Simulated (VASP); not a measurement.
Here is a VASP 6.6.1 calculation.

The input INCAR:

```
SYSTEM = Zn3P
PREC = Accurate
ENCUT = 450
EDIFF = 1E-6
ISMEAR = 0
SIGMA = 0.02
LREAL = .False.
LASPH = .True.
NELM = 100
ALGO = Fast
ISIF = 2
LWAVE = .False.
LCHARG = .True.
GGA = PE
LELF = .True.
LVHAR = .True.
NBANDS = 28
```

KPOINTS

```
Automatic mesh
0
Gamma
  3 3 3
  0 0 0
```

File POSCAR:

```
Zn3P
1.0
    3.9755180000      0.0000000000      0.0000000000
    0.0000000000      3.9755180000      0.0000000000
    0.0000000000      0.0000000000      3.9755180000
Zn P
3 1
Direct
    0.5000000000      0.5000000000      0.0000000000
    0.5000000000      0.0000000000      0.5000000000
    0.0000000000      0.5000000000      0.5000000000
    0.0000000000      0.0000000000      0.0000000000
```

Potentials or basis: VASP PAW PBE potentials, release 64 (Zn_GW, P_GW).

The run is started by

```bash
$ cat potpaw_PBE.64/Zn_GW/POTCAR potpaw_PBE.64/P_GW/POTCAR > POTCAR
$ mpirun -np 1 vasp_std > vasp.out
```

(1) Estimate the pressure.

(2) Predict the band gap on the k mesh.

Answers

(1) -2.7 GPa.

(2) none (metal or under the smearing width).

Caveat: the k mesh is coarse (spacing up to 0.53 Å⁻¹), so the values aren't converged.
